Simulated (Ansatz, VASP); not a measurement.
## Two plane-wave programs on Ni3Se

Contents of INCAR:

```
ALGO = Normal
EDIFF = 1E-7
ENCUT = 520
GGA = PE
ISIF = 2
ISMEAR = -1
ISPIN = 2
LASPH = T
LCHARG = F
LMAXMIX = 4
LORBIT = 11
LREAL = F
LWAVE = F
MAGMOM = 0 0 1 1 1 1 1 1
NBANDS = 50
NELM = 100
PREC = Accurate
SIGMA = 0.05
```

The input KPOINTS:

```
k-points
0
Gamma
  6 6 7
```

The input POSCAR:

```
Ni3Se
1.0
    5.1525541479      0.0000000000      0.0000000000
   -2.5762770740      4.4622427865      0.0000000000
    0.0000000000      0.0000000000      4.1834370000
Se Ni
2 6
Direct
    0.3296940000      0.6773380000      0.7453940000
    0.6579120000      0.3214810000      0.2539730000
    0.1795110000      0.3368170000      0.2555190000
    0.1578440000      0.8396140000      0.2451310000
    0.6687930000      0.8267260000      0.2541500000
    0.8301860000      0.6724280000      0.7609070000
    0.8276420000      0.1571700000      0.7426850000
    0.3293400000      0.1677340000      0.7541160000
```

The input input.yaml:

```yaml
crystal:
  lattice:
    - [5.1525541479, 0.0, 0.0]
    - [-2.576277074, 4.4622427865, 0.0]
    - [0.0, 0.0, 4.183437]
  atoms:
    - { symbol: Se, position: [0.329694, 0.677338, 0.745394] }
    - { symbol: Se, position: [0.657912, 0.321481, 0.253973] }
    - { symbol: Ni, position: [0.179511, 0.336817, 0.255519], spin: 1.0 }
    - { symbol: Ni, position: [0.157844, 0.839614, 0.245131], spin: 1.0 }
    - { symbol: Ni, position: [0.668793, 0.826726, 0.25415], spin: 1.0 }
    - { symbol: Ni, position: [0.830186, 0.672428, 0.760907], spin: 1.0 }
    - { symbol: Ni, position: [0.827642, 0.15717, 0.742685], spin: 1.0 }
    - { symbol: Ni, position: [0.32934, 0.167734, 0.754116], spin: 1.0 }
hamiltonian:
  xc: pbe
  pseudopotentials: { kind: paw }
magnetization:
  spin_polarized: true
kpoints:
  mp_grid: { grid: [6, 6, 7] }
scf:
  occupations: { method: fermi_dirac, width: 0.05 }
output:
  forces: true
  stress: true
  eigenvalues: true
```

Change from the starting cell: atoms moved at random, drawn with an rms of 0.05 Å.

Alike in both runs: task single point; functional PBE; k mesh 6 × 6 × 7; occupations fermi-dirac, width 0.05 eV; collinear spin, ferromagnetic start.

|  | VASP | Ansatz |
| --- | --- | --- |
| version | VASP 6.6.1 | Ansatz 0.2.0 |
| potentials or method | VASP PAW PBE potentials, release 64 (Se, Ni) | Ansatz PAW |
| plane-wave cutoff (eV) | 520 | 420 |
| valence electrons in the cell | 72 | 140 |

|  | VASP | Ansatz | Ansatz less VASP |
| --- | --- | --- | --- |
| gap on the k mesh at the Fermi level (eV) | none | none | - |
| pressure (GPa) | 2.8 | 2.8 | -0.05 |
| largest component of the traceless stress (GPa) | 0.43 | 0.44 | +0.005 |
| rms of the force components (eV/Å) | 0.157 | 0.155 | -0.0018 |
| net moment per atom (μB) | 0.16 | 0.18 | +0.021 |
| size of the moment on the site where the two differ most (μB) | 0.23 | 0.26 | +0.036 |

Site moments also hang on the region over which each program counts them. Atom by atom the forces differ by 0.005 eV/Å (rms over components). A gap of «none» marks a metal or a gap that the smearing closes. The two sets of potentials don't hold the same shells in valence.
